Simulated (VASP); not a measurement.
Here is the system:

```xyz
1
Lattice="-1.6201 1.6201 1.6201 1.6201 -1.6201 1.6201 1.6201 1.6201 -1.6201" Properties=species:S:1:pos:R:3 pbc="T T T"
Nb     0.0000     0.0000     0.0000
```

All values below come from PBEsol GGA, VASP's PBE PAW potentials (set 64) (plane waves; VASP). Settings: 500 eV cut-off, 16×16×16 Γ-centred mesh, first-order Methfessel-Paxton smearing of 0.10 eV, potentials Nb_sv.

Energy and stress use the plane-wave basis of the starting cell.

**Question.** The ions, cell shape and volume at an external pressure of 10.0 GPa are relaxed. Which structure does the run end with?

**Answer.** 
```xyz
1
Lattice="-1.6083 1.6083 1.6083 1.6083 -1.6083 1.6083 1.6083 1.6083 -1.6083" Properties=species:S:1:pos:R:3 pbc="T T T"
Nb     0.0000     0.0000     0.0000
```
Space group Im-3m (229), at a tolerance of 0.03 Å.

**Question.** How do energy and volume change from the first to the last step?

**Answer.** The energy (σ→0) changes by +17.0 meV/atom and the volume by -2.2 %, in 3 ionic steps.

| step | E(σ→0) (eV) | max force (eV/Å) | pressure (GPa) | volume (Å³) |
|---|---|---|---|---|
| 1 | -10.9474 | 0.000 | 4.98 | 17.01 |
| 2 | -10.8362 | 0.000 | 23.83 | 15.73 |
| 3 | -10.9304 | 0.000 | 9.85 | 16.64 |

The compound is Nb in the bcc structure. This run relaxes it under an external pressure of 10 GPa. Symmetry was kept, so distortions that lower it aren't found.
